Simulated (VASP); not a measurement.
Output of a VASP run:

File OUTCAR:
```
 ion  position               nearest neighbor table
   1  0.333  0.667  0.250-   2 2.91   2 2.91   2 2.91   2 2.91   2 2.91   2 2.91
   2  0.667  0.333  0.750-   1 2.91   1 2.91   1 2.91   1 2.91   1 2.91   1 2.91
  LATTYP: Found a hexagonal cell.
 ALAT       =     2.6600003689
 C/A-ratio  =     1.8609019976
 Subroutine PRICEL returns:
 Original cell was already a primitive cell.
 Subroutine GETGRP returns: Found 24 space group operations
The static configuration has the point symmetry D_3d.
 The point group associated with its full space group is D_6h.
The dynamic configuration has the point symmetry D_3d.
 Subroutine INISYM returns: Found 24 space group operations
 Subroutine IBZKPT returns following result:
 Found     96 irreducible k-points:

 Following reciprocal coordinates:
            Coordinates               Weight
  0.000000  0.000000  0.000000      1.000000
  0.071429 -0.000000  0.000000      6.000000
  0.142857 -0.000000  0.000000      6.000000
  0.214286 -0.000000  0.000000      6.000000
  0.285714  0.000000  0.000000      6.000000
  0.357143 -0.000000  0.000000      6.000000
  0.428571 -0.000000  0.000000      6.000000
  0.500000 -0.000000  0.000000      3.000000
  0.071429  0.071429  0.000000      6.000000
  0.142857  0.071429  0.000000     12.000000
  0.214286  0.071429  0.000000     12.000000
  0.285714  0.071429  0.000000     12.000000
  0.357143  0.071429  0.000000     12.000000
  0.428571  0.071429  0.000000     12.000000
  0.142857  0.142857  0.000000      6.000000
  0.214286  0.142857  0.000000     12.000000
  0.285714  0.142857  0.000000     12.000000
  0.357143  0.142857  0.000000     12.000000
  0.428571  0.142857  0.000000      6.000000
  0.214286  0.214286  0.000000      6.000000
  0.285714  0.214286  0.000000     12.000000
  0.357143  0.214286  0.000000     12.000000
  0.285714  0.285714  0.000000      6.000000
  0.357143  0.285714  0.000000      6.000000
  0.000000  0.000000  0.142857      2.000000
  0.071429 -0.000000  0.142857     12.000000
  0.142857 -0.000000  0.142857     12.000000
  0.214286 -0.000000  0.142857     12.000000
  0.285714  0.000000  0.142857     12.000000
  0.357143 -0.000000  0.142857     12.000000
  0.428571 -0.000000  0.142857     12.000000
  0.500000 -0.000000  0.142857      6.000000
  0.071429  0.071429  0.142857     12.000000
  0.142857  0.071429  0.142857     24.000000
  0.214286  0.071429  0.142857     24.000000
  0.285714  0.071429  0.142857     24.000000
  0.357143  0.071429  0.142857     24.000000
  0.428571  0.071429  0.142857     24.000000
  0.142857  0.142857  0.142857     12.000000
  0.214286  0.142857  0.142857     24.000000
   k-points           NKPTS =     96   k-points in BZ     NKDIM =     96   number of bands    NBANDS=     16
   number of dos      NEDOS =    301   number of ions     NIONS =      2
   total plane-waves  NPLWV =  16000
   dimension x,y,z NGX =    20 NGY =   20 NGZ =   40
   dimension x,y,z NGXF=    40 NGYF=   40 NGZF=   80
   ions per type =               2
   PREC   = accura    normal or accurate (medium, high low for compatibility)
   ISTART =      0    job   : 0-new  1-cont  2-samecut
   ICHARG =      2    charge: 1-file 2-atom 10-const
   ISPIN  =      1    spin polarized calculation?
   LNONCOLLINEAR =      F non collinear calculations
   LSORBIT =      F    spin-orbit coupling
   INIWAV =      1    electr: 0-lowe 1-rand  2-diag
   ENCUT  =  520.0 eV  38.22 Ry    6.18 a.u.   4.95  4.95  9.20*2*pi/ulx,y,z
   NELM   =    100;   NELMIN=  2; NELMDL= -5     # of ELM steps
   EDIFF  = 0.1E-05   stopping-criterion for ELM
   LREAL  =      F    real-space projection
   NLSPLINE    = F    spline interpolate recip. space projectors
   LMAXMIX     =    4 max onsite mixed and CHGCAR
   VOSKOWN=      0    Vosko Wilk Nusair interpolation
   EDIFFG = -.1E-01   stopping-criterion for IOM
   NSW    =     60    number of steps for IOM
...
```

### OSZICAR
```
...
DAV:   3    -0.217901313499E+01    0.13160E-01   -0.90962E-03  4336   0.173E+00    0.302E-01
DAV:   4    -0.217731155594E+01    0.17016E-02   -0.31322E-03  4488   0.888E-01    0.561E-02
DAV:   5    -0.217734116103E+01   -0.29605E-04   -0.45308E-04  3424   0.315E-01    0.218E-02
DAV:   6    -0.217733434478E+01    0.68162E-05   -0.54288E-05  3296   0.149E-01    0.292E-03
DAV:   7    -0.217733419083E+01    0.15394E-06   -0.11877E-06  2120   0.190E-02
   7 F= -.29232675E+01 E0= -.29232389E+01  d E =-.570070E-02
       N       E                     dE             d eps       ncg     rms          rms(c)
DAV:   1    -0.236371092747E+01   -0.18638E+00   -0.39684E+00  3592   0.225E+01    0.302E+00
DAV:   2    -0.222390745180E+01    0.13980E+00   -0.29013E-01  3792   0.115E+01    0.164E+00
DAV:   3    -0.217069658052E+01    0.53211E-01   -0.36153E-02  4440   0.358E+00    0.632E-01
DAV:   4    -0.216330951314E+01    0.73871E-02   -0.12721E-02  4488   0.189E+00    0.115E-01
DAV:   5    -0.216343654170E+01   -0.12703E-03   -0.19163E-03  3376   0.666E-01    0.477E-02
DAV:   6    -0.216339916586E+01    0.37376E-04   -0.26844E-04  3384   0.335E-01    0.632E-03
DAV:   7    -0.216339890810E+01    0.25776E-06   -0.54937E-06  3496   0.410E-02
   8 F= -.29180293E+01 E0= -.29180291E+01  d E =-.462416E-03
       N       E                     dE             d eps       ncg     rms          rms(c)
DAV:   1    -0.229813213614E+01   -0.13473E+00   -0.23689E+00  3632   0.183E+01    0.231E+00
DAV:   2    -0.221173863710E+01    0.86393E-01   -0.17997E-01  3880   0.912E+00    0.125E+00
DAV:   3    -0.218014351161E+01    0.31595E-01   -0.21154E-02  4392   0.255E+00    0.475E-01
DAV:   4    -0.217588575855E+01    0.42578E-02   -0.70652E-03  4496   0.140E+00    0.853E-02
DAV:   5    -0.217595225435E+01   -0.66496E-04   -0.92408E-04  3272   0.400E-01    0.239E-02
DAV:   6    -0.217594695478E+01    0.52996E-05   -0.56930E-05  3424   0.147E-01    0.486E-03
DAV:   7    -0.217594715003E+01   -0.19525E-06   -0.20032E-06  2384   0.272E-02
   9 F= -.29237946E+01 E0= -.29238031E+01  d E =-.622780E-02
       N       E                     dE             d eps       ncg     rms          rms(c)
DAV:   1    -0.222648343144E+01   -0.50536E-01   -0.44927E-01  3072   0.139E+01    0.143E+00
DAV:   2    -0.219070986478E+01    0.35774E-01   -0.13169E-01  3088   0.833E+00    0.475E-01
DAV:   3    -0.218737222605E+01    0.33376E-02   -0.15675E-03  3832   0.607E-01    0.258E-01
DAV:   4    -0.218593351717E+01    0.14387E-02   -0.29373E-04  4432   0.331E-01    0.107E-02
DAV:   5    -0.218594034021E+01   -0.68230E-05   -0.43139E-05  3296   0.675E-02    0.515E-03
DAV:   6    -0.218594231225E+01   -0.19720E-05   -0.25183E-07  2056   0.858E-03    0.874E-04
DAV:   7    -0.218594269568E+01   -0.38343E-06   -0.29154E-07  1552   0.788E-03
  10 F= -.29239670E+01 E0= -.29239784E+01  d E =-.172407E-03
       N       E                     dE             d eps       ncg     rms          rms(c)
DAV:   1    -0.218916661331E+01   -0.32243E-02   -0.77819E-02  3072   0.571E+00    0.602E-01
DAV:   2    -0.218286630820E+01    0.63003E-02   -0.24508E-02  3072   0.365E+00    0.195E-01
DAV:   3    -0.218228647503E+01    0.57983E-03   -0.38465E-04  3936   0.336E-01    0.107E-01
DAV:   4    -0.218202744978E+01    0.25903E-03   -0.51679E-05  4384   0.140E-01    0.533E-03
DAV:   5    -0.218202752290E+01   -0.73127E-07   -0.74133E-06  3272   0.283E-02
  11 F= -.29241275E+01 E0= -.29241401E+01  d E =-.332882E-03
```

OUTCAR:
```
------------------------ aborting loop because EDIFF is reached ----------------------------------------
 Edisp (eV)   -0.74210
  FORCE on cell =-STRESS in cart. coord.  units (eV):
  Direction    XX          YY          ZZ          XY          YZ          ZX
  --------------------------------------------------------------------------------------
  Total      -0.00209    -0.00209     0.00688     0.00000     0.00000     0.00000
  in kB      -0.11806    -0.11806     0.38959     0.00000     0.00000     0.00000
  external pressure =        0.05 kB  Pullay stress =        0.00 kB
  volume of cell :       28.31
      direct lattice vectors                 reciprocal lattice vectors
     1.325020594 -2.295003411  0.000000000     0.377352625 -0.217864600  0.000000000
     1.325020594  2.295003411  0.000000000     0.377352625  0.217864600  0.000000000
    -0.000000000  0.000000000  4.654767748    -0.000000000  0.000000000  0.214833490
 POSITION                                       TOTAL-FORCE (eV/Angst)
 -----------------------------------------------------------------------------------
      1.32502      0.76500      1.16369        -0.000000      0.000000     -0.000000
      1.32502     -0.76500      3.49108         0.000000     -0.000000      0.000000
 -----------------------------------------------------------------------------------
    total drift:                                0.000000      0.000068      0.000004
  FREE ENERGIE OF THE ION-ELECTRON SYSTEM (eV)
  ---------------------------------------------------
  free  energy   TOTEN  =        -2.9241275207 eV

  energy  without entropy=       -2.9241652147  energy(sigma->0) =       -2.92414009

 reached required accuracy - stopping structural energy minimisation
```
(Selected blocks of OUTCAR.)

**POSCAR**
```
Zn
1
    1.3300000000    -2.3036280000     0.0000000000
    1.3300000000     2.3036280000     0.0000000000
    0.0000000000     0.0000000000     4.9500000000
Zn
2
Direct
  0.3333330000   0.6666670000   0.2500000000
  0.6666670000   0.3333330000   0.7500000000
```

Reconstruct the remaining input files.

Several could match; the one computed here: the input of the run itself, PBE GGA with D3 dispersion (zero damping), plane waves, VASP's PBE PAW potentials (set 64).

KPOINTS:
```
kpoints
0
Gamma
 14 14 7
0 0 0
```

### INCAR
```
SYSTEM  =  Zn
PREC  =  Accurate; ENCUT  =  520; LREAL  =  F
LASPH  =  T
EDIFF  =  1E-6; NELM  =  100; ALGO  =  Normal
LMAXMIX  =  4
ISMEAR  =  1; SIGMA  =  0.1
GGA  =  PE; IVDW  =  11
IBRION  =  2; NSW  =  60; ISIF  =  3
EDIFFG  =  -0.01
LWAVE  =  F; LCHARG  =  F
```

POTCAR, in this order: Zn (PBE.64 set). Program: vasp_std.

Energy and stress use the plane-wave basis of the starting cell.

The compound is Zn in the hcp structure. This run relaxes it. Symmetry was kept, so distortions that lower it aren't found.
